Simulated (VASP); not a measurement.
Output of a VASP run:

### OUTCAR
```
 ion  position               nearest neighbor table
   1  0.500  0.000  0.000-  33 2.49  46 2.49  54 2.49  62 2.49
   2  0.750  0.250  0.000-  33 2.49  34 2.49  44 2.49  55 2.49
   3  0.750  0.000  0.250-  33 2.49  35 2.49  39 2.49  49 2.49
   4  0.000  0.000  0.000-  36 2.49  39 2.49  44 2.49  63 2.49
   5  0.250  0.250  0.000-  36 2.49  37 2.49  54 2.49  60 2.49
   6  0.500  0.500  0.000-  37 2.49  38 2.49  55 2.49  61 2.49
   7  0.750  0.750  0.000-  38 2.49  39 2.49  56 2.49  62 2.49
   8  0.250  0.000  0.250-  36 2.49  40 2.49  46 2.49  57 2.49
   9  0.498  0.246  0.254-  40 2.42  33 2.50  37 2.52  64 2.55
  10  0.749  0.499  0.251-  64 2.46  41 2.49  34 2.49  38 2.50
  11  0.500  0.000  0.500-  40 2.49  42 2.49  49 2.49  59 2.49
  12  0.752  0.248  0.504-  43 2.45  42 2.46  35 2.49  64 2.54
  13  0.750  0.000  0.750-  42 2.49  44 2.49  53 2.49  62 2.49
  14  0.000  0.500  0.000-  34 2.49  45 2.49  56 2.49  60 2.49
  15  0.250  0.750  0.000-  45 2.49  46 2.49  61 2.49  63 2.49
  16  0.000  0.250  0.250-  34 2.49  35 2.49  36 2.49  47 2.49
  17  0.250  0.500  0.250-  37 2.49  45 2.49  47 2.49  48 2.49
  18  0.500  0.750  0.250-  38 2.49  46 2.49  48 2.49  49 2.49
  19  0.000  0.000  0.500-  35 2.49  50 2.49  53 2.49  57 2.49
  20  0.250  0.250  0.500-  40 2.49  47 2.49  50 2.49  51 2.49
  21  0.500  0.498  0.503-  51 2.44  64 2.45  52 2.48  48 2.52
  22  0.750  0.750  0.500-  41 2.49  49 2.49  52 2.49  53 2.49
  23  0.250  0.000  0.750-  50 2.49  54 2.49  59 2.49  63 2.49
  24  0.500  0.250  0.750-  42 2.49  51 2.49  54 2.49  55 2.49
  25  0.750  0.500  0.750-  43 2.49  52 2.49  55 2.49  56 2.49
  26  0.000  0.750  0.250-  39 2.49  41 2.49  45 2.49  57 2.49
  27  0.000  0.500  0.500-  41 2.49  43 2.49  47 2.49  58 2.49
  28  0.250  0.750  0.500-  48 2.49  57 2.49  58 2.49  59 2.49
  29  0.000  0.250  0.750-  43 2.49  44 2.49  50 2.49  60 2.49
  30  0.250  0.500  0.750-  51 2.49  58 2.49  60 2.49  61 2.49
  31  0.500  0.750  0.750-  52 2.49  59 2.49  61 2.49  62 2.49
  32  0.000  0.750  0.750-  53 2.49  56 2.49  58 2.49  63 2.49
  33  0.625  0.125  0.125-   1 2.49   2 2.49   3 2.49   9 2.50
  34  0.875  0.375  0.125-   2 2.49  14 2.49  16 2.49  10 2.49
  35  0.875  0.125  0.375-   3 2.49  16 2.49  19 2.49  12 2.49
  36  0.125  0.125  0.125-   4 2.49   5 2.49   8 2.49  16 2.49
  37  0.375  0.375  0.125-   5 2.49   6 2.49  17 2.49   9 2.52
  38  0.625  0.625  0.125-   6 2.49   7 2.49  18 2.49  10 2.50
  39  0.875  0.875  0.125-   3 2.49   4 2.49   7 2.49  26 2.49
  40  0.375  0.125  0.375-   9 2.42   8 2.49  11 2.49  20 2.49
  41  0.875  0.625  0.375-  22 2.49  26 2.49  27 2.49  10 2.49
  42  0.625  0.125  0.625-  12 2.46  11 2.49  13 2.49  24 2.49
  43  0.875  0.375  0.625-  12 2.45  25 2.49  27 2.49  29 2.49
  44  0.875  0.125  0.875-   2 2.49   4 2.49  13 2.49  29 2.49
  45  0.125  0.625  0.125-  14 2.49  15 2.49  17 2.49  26 2.49
  46  0.375  0.875  0.125-   1 2.49   8 2.49  15 2.49  18 2.49
  47  0.125  0.375  0.375-  16 2.49  17 2.49  20 2.49  27 2.49
  48  0.375  0.625  0.375-  17 2.49  18 2.49  28 2.49  21 2.52
  49  0.625  0.875  0.375-   3 2.49  11 2.49  18 2.49  22 2.49
  50  0.125  0.125  0.625-  19 2.49  20 2.49  23 2.49  29 2.49
  51  0.375  0.375  0.625-  21 2.44  20 2.49  24 2.49  30 2.49
  52  0.625  0.625  0.625-  21 2.48  22 2.49  25 2.49  31 2.49
  53  0.875  0.875  0.625-  13 2.49  19 2.49  22 2.49  32 2.49
  54  0.375  0.125  0.875-   1 2.49   5 2.49  23 2.49  24 2.49
  55  0.625  0.375  0.875-   2 2.49   6 2.49  24 2.49  25 2.49
  56  0.875  0.625  0.875-   7 2.49  14 2.49  25 2.49  32 2.49
  57  0.125  0.875  0.375-   8 2.49  19 2.49  26 2.49  28 2.49
  58  0.125  0.625  0.625-  27 2.49  28 2.49  30 2.49  32 2.49
  59  0.375  0.875  0.625-  11 2.49  23 2.49  28 2.49  31 2.49
  60  0.125  0.375  0.875-   5 2.49  14 2.49  29 2.49  30 2.49
  61  0.375  0.625  0.875-   6 2.49  15 2.49  30 2.49  31 2.49
  62  0.625  0.875  0.875-   1 2.49   7 2.49  13 2.49  31 2.49
  63  0.125  0.875  0.875-   4 2.49  15 2.49  23 2.49  32 2.49
  64  0.625  0.379  0.379-  21 2.45  10 2.46  12 2.54   9 2.55
 Subroutine IBZKPT returns following result:
 Found      1 irreducible k-points:

 Following reciprocal coordinates:
            Coordinates               Weight
  0.000000  0.000000  0.000000      1.000000
   k-points           NKPTS =      1   k-points in BZ     NKDIM =      1   number of bands    NBANDS=    344
   number of dos      NEDOS =    301   number of ions     NIONS =     64
   total plane-waves  NPLWV = 175616
   dimension x,y,z NGX =    56 NGY =   56 NGZ =   56
   dimension x,y,z NGXF=   112 NGYF=  112 NGZF=  112
   ions per type =              32  31   1
   PREC   = normal    normal or accurate (medium, high low for compatibility)
   ISTART =      0    job   : 0-new  1-cont  2-samecut
   ICHARG =      2    charge: 1-file 2-atom 10-const
...
```

**OSZICAR**
```
...
RMM:   4    -0.191394238885E+03   -0.19722E-03   -0.41929E-03   702   0.135E-01    0.143E-01
RMM:   5    -0.191394193629E+03    0.45255E-04   -0.99668E-04   688   0.676E-02    0.573E-02
RMM:   6    -0.191394222160E+03   -0.28531E-04   -0.27829E-04   668   0.275E-02    0.166E-02
RMM:   7    -0.191394218946E+03    0.32142E-05   -0.55220E-05   523   0.131E-02
   3 F= -.19139422E+03 E0= -.19135633E+03  d E =-.741050E-01
       N       E                     dE             d eps       ncg     rms          rms(c)
DAV:   1    -0.191401283897E+03   -0.70617E-02   -0.27105E+00   736   0.255E+00    0.310E-01
RMM:   2    -0.191403035895E+03   -0.17520E-02   -0.24458E-02   688   0.269E-01    0.991E-02
RMM:   3    -0.191403293977E+03   -0.25808E-03   -0.32787E-03   689   0.107E-01    0.693E-02
RMM:   4    -0.191403321886E+03   -0.27910E-04   -0.56443E-04   708   0.478E-02    0.582E-02
RMM:   5    -0.191403311123E+03    0.10764E-04   -0.14393E-04   655   0.250E-02    0.184E-02
RMM:   6    -0.191403314952E+03   -0.38294E-05   -0.35074E-05   484   0.108E-02
   4 F= -.19140331E+03 E0= -.19136504E+03  d E =-.909601E-02
       N       E                     dE             d eps       ncg     rms          rms(c)
DAV:   1    -0.191404772341E+03   -0.14612E-02   -0.26781E+00   712   0.253E+00    0.306E-01
RMM:   2    -0.191406584408E+03   -0.18121E-02   -0.24530E-02   688   0.272E-01    0.101E-01
RMM:   3    -0.191406847978E+03   -0.26357E-03   -0.32936E-03   689   0.108E-01    0.710E-02
RMM:   4    -0.191406876092E+03   -0.28114E-04   -0.56707E-04   706   0.488E-02    0.585E-02
RMM:   5    -0.191406866551E+03    0.95416E-05   -0.14567E-04   664   0.249E-02    0.168E-02
RMM:   6    -0.191406870490E+03   -0.39390E-05   -0.32467E-05   480   0.103E-02
   5 F= -.19140687E+03 E0= -.19136840E+03  d E =-.126515E-01
       N       E                     dE             d eps       ncg     rms          rms(c)
DAV:   1    -0.191406874778E+03   -0.82276E-05   -0.40711E-02   760   0.313E-01    0.382E-02
RMM:   2    -0.191406905947E+03   -0.31168E-04   -0.40688E-04   684   0.356E-02    0.135E-02
RMM:   3    -0.191406910800E+03   -0.48533E-05   -0.56333E-05   526   0.141E-02    0.103E-02
RMM:   4    -0.191406911405E+03   -0.60500E-06   -0.99703E-06   404   0.715E-03
   6 F= -.19140691E+03 E0= -.19136843E+03  d E =-.126925E-01
       N       E                     dE             d eps       ncg     rms          rms(c)
DAV:   1    -0.191407850356E+03   -0.93956E-03   -0.58311E-01   704   0.133E+00    0.181E-01
RMM:   2    -0.191408727007E+03   -0.87665E-03   -0.98915E-03   688   0.171E-01    0.588E-02
RMM:   3    -0.191408827327E+03   -0.10032E-03   -0.12456E-03   690   0.653E-02    0.437E-02
RMM:   4    -0.191408833483E+03   -0.61558E-05   -0.19612E-04   700   0.302E-02    0.335E-02
RMM:   5    -0.191408829616E+03    0.38664E-05   -0.50034E-05   537   0.151E-02
   7 F= -.19140883E+03 E0= -.19137034E+03  d E =-.191821E-02
       N       E                     dE             d eps       ncg     rms          rms(c)
DAV:   1    -0.191408836619E+03   -0.31361E-05   -0.13568E-01   736   0.643E-01    0.900E-02
RMM:   2    -0.191409041159E+03   -0.20454E-03   -0.23468E-03   688   0.829E-02    0.304E-02
RMM:   3    -0.191409067161E+03   -0.26002E-04   -0.30660E-04   688   0.320E-02    0.217E-02
RMM:   4    -0.191409069201E+03   -0.20398E-05   -0.48869E-05   528   0.149E-02
   8 F= -.19140907E+03 E0= -.19137057E+03  d E =-.215780E-02
```

File OUTCAR:
```
------------------------ aborting loop because EDIFF is reached ----------------------------------------
  FORCE on cell =-STRESS in cart. coord.  units (eV):
  Direction    XX          YY          ZZ          XY          YZ          ZX
  --------------------------------------------------------------------------------------
  Total       -8.2504874     -8.3054998     -8.3371012      0.3268962      0.0142551     -0.0996583
  in kB       -8.7312628     -8.7894809     -8.8229237      0.3459452      0.0150858     -0.1054656
  external PRESSURE =      -8.7812225 kB  Pullay stress =       0.0000000 kB
  volume of cell :     1513.96
      direct lattice vectors                 reciprocal lattice vectors
    11.482533192  0.000000000  0.000000000     0.087088797  0.000000000  0.000000000
     0.000000000 11.482533192  0.000000000     0.000000000  0.087088797  0.000000000
     0.000000000  0.000000000 11.482533192     0.000000000  0.000000000  0.087088797
  FREE ENERGIE OF THE ION-ELECTRON SYSTEM (eV)
  ---------------------------------------------------
  free  energy   TOTEN  =      -191.4090692013 eV

  energy  without entropy=     -191.3320709182  energy(sigma->0) =     -191.37057006

 reached required accuracy - stopping structural energy minimisation
```
(Selected blocks of OUTCAR.)

POSCAR:
```
Zn32AsSe31
1
   11.4825331920     0.0000000000     0.0000000000
    0.0000000000    11.4825331920     0.0000000000
   -0.0000000000    -0.0000000000    11.4825331920
Zn Se As
32 31 1
Direct
  0.5000000000   0.0000000000   0.0000000000
  0.7500000000   0.2500000000   0.0000000000
  0.7500000000   0.0000000000   0.2500000000
  0.0000000000   0.0000000000   0.0000000000
  0.2500000000   0.2500000000   0.0000000000
  0.5000000000   0.5000000000   0.0000000000
  0.7500000000   0.7500000000   0.0000000000
  0.2500000000   0.0000000000   0.2500000000
  0.4978580000   0.2462030000   0.2537670000
  0.7490390000   0.4989310000   0.2513370000
  0.5000000000   0.0000000000   0.5000000000
  0.7523780000   0.2483420000   0.5042170000
  0.7500000000   0.0000000000   0.7500000000
  0.0000000000   0.5000000000   0.0000000000
  0.2500000000   0.7500000000   0.0000000000
  0.0000000000   0.2500000000   0.2500000000
  0.2500000000   0.5000000000   0.2500000000
  0.5000000000   0.7500000000   0.2500000000
  0.0000000000   0.0000000000   0.5000000000
  0.2500000000   0.2500000000   0.5000000000
  0.4995310000   0.4975700000   0.5034010000
  0.7500000000   0.7500000000   0.5000000000
  0.2500000000   0.0000000000   0.7500000000
  0.5000000000   0.2500000000   0.7500000000
  0.7500000000   0.5000000000   0.7500000000
  0.0000000000   0.7500000000   0.2500000000
  0.0000000000   0.5000000000   0.5000000000
  0.2500000000   0.7500000000   0.5000000000
  0.0000000000   0.2500000000   0.7500000000
  0.2500000000   0.5000000000   0.7500000000
  0.5000000000   0.7500000000   0.7500000000
  0.0000000000   0.7500000000   0.7500000000
  0.6250000000   0.1250000000   0.1250000000
  0.8750000000   0.3750000000   0.1250000000
  0.8750000000   0.1250000000   0.3750000000
  0.1250000000   0.1250000000   0.1250000000
  0.3750000000   0.3750000000   0.1250000000
  0.6250000000   0.6250000000   0.1250000000
  0.8750000000   0.8750000000   0.1250000000
  0.3750000000   0.1250000000   0.3750000000
  0.8750000000   0.6250000000   0.3750000000
  0.6250000000   0.1250000000   0.6250000000
  0.8750000000   0.3750000000   0.6250000000
  0.8750000000   0.1250000000   0.8750000000
  0.1250000000   0.6250000000   0.1250000000
  0.3750000000   0.8750000000   0.1250000000
  0.1250000000   0.3750000000   0.3750000000
  0.3750000000   0.6250000000   0.3750000000
  0.6250000000   0.8750000000   0.3750000000
  0.1250000000   0.1250000000   0.6250000000
  0.3750000000   0.3750000000   0.6250000000
  0.6250000000   0.6250000000   0.6250000000
  0.8750000000   0.8750000000   0.6250000000
  0.3750000000   0.1250000000   0.8750000000
  0.6250000000   0.3750000000   0.8750000000
  0.8750000000   0.6250000000   0.8750000000
  0.1250000000   0.8750000000   0.3750000000
  0.1250000000   0.6250000000   0.6250000000
  0.3750000000   0.8750000000   0.6250000000
  0.1250000000   0.3750000000   0.8750000000
  0.3750000000   0.6250000000   0.8750000000
  0.6250000000   0.8750000000   0.8750000000
  0.1250000000   0.8750000000   0.8750000000
  0.6254110000   0.3791210000   0.3785040000
```

Write an INCAR and KPOINTS that could have produced this output.

Several could match; the one computed here: the input of the run itself, PBE GGA, plane waves, VASP's PBE PAW potentials (set 64).

**KPOINTS**
```
Automatic mesh
0
Gamma
1 1 1
0 0 0
```

INCAR:
```
! general
SYSTEM =Zn32AsSe31
PREC   =Normal
ENCUT  =400
LREAL  =Auto
LASPH  =.TRUE.
ISYM   =0
NELECT =574.0

! electronic loop
EDIFF  =1E-5
NELM   =100
NELMIN =4
ALGO   =Fast
LMAXMIX=4

! smearing
ISMEAR =0
SIGMA  =0.05

! functional
GGA    =PE

! ions
IBRION =2
NSW    =60
ISIF   =2
EDIFFG =-0.03

! output
LWAVE  =.FALSE.
LCHARG =.FALSE.
```

POTCAR, in this order: Zn Se As (PBE.64 set). Program: vasp_gam.

The cell is charged, with a uniform compensating background. The supercell is sampled at Γ alone, which is coarse: total energies, pressure and levels can be off, energies of defects by several tenths of an eV.

The cell is a supercell with a defect, built from ZnSe (zinc blende): As_Se, charge +1. The run is not spin-polarised, so no state with unpaired spins was tried.
